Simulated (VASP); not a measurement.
Data:

```xyz
8
Lattice="6.0315 0.0000 0.0000 0.0000 6.0315 0.0000 0.0000 0.0000 6.0315" Properties=species:S:1:pos:R:3 pbc="T T T"
Ga     0.0842     5.9473     5.9473
Ga     2.9316     3.0999     5.9473
Ga     2.9316     5.9473     3.0999
Ga     0.0842     3.0999     3.0999
Sb     1.5079     1.5079     1.5079
Sb     4.5236     4.5236     1.5079
Sb     4.5236     1.5079     4.5236
P      1.5079     4.5236     4.5236
```

All values below come from PBE GGA, VASP's PBE PAW potentials (set 64) (plane waves; VASP). Settings: 400 eV cut-off, Gaussian smearing of 0.050 eV, potentials Ga_d Sb P.

Q: Give the energies of bands 29 to 42 at the high-symmetry points, in eV from the Fermi level.

A: 
```
band      Γ      X      M      R
----  -----  -----  -----  -----
29    -2.77  -3.36  -3.28  -1.74
30    -2.77  -3.36  -3.21  -1.74
31    -2.37  -3.05  -3.21  -1.74
32    -2.37  -2.96  -2.88  -0.91
33    -2.37  -1.92  -1.55  -0.91
34    -0.11  -1.92  -1.55  -0.91
35     0.01  -1.30  -1.04  -0.64
36     0.01  -1.30  -0.69  -0.64
37     0.01   1.18   1.72  -0.08
38     1.02   1.59   1.73   0.68
39     1.02   2.58   2.42   0.68
40     1.02   2.77   2.42   0.68
41     1.18   3.57   4.05   3.52
42     1.18   3.58   4.40   3.52
```

It has no gap at this level: it comes out as a metal or semimetal.

The structure was generated: Ga4PSb3 was put into an ordered model structure (P-43m), which need not be its known phase. It was relaxed first.
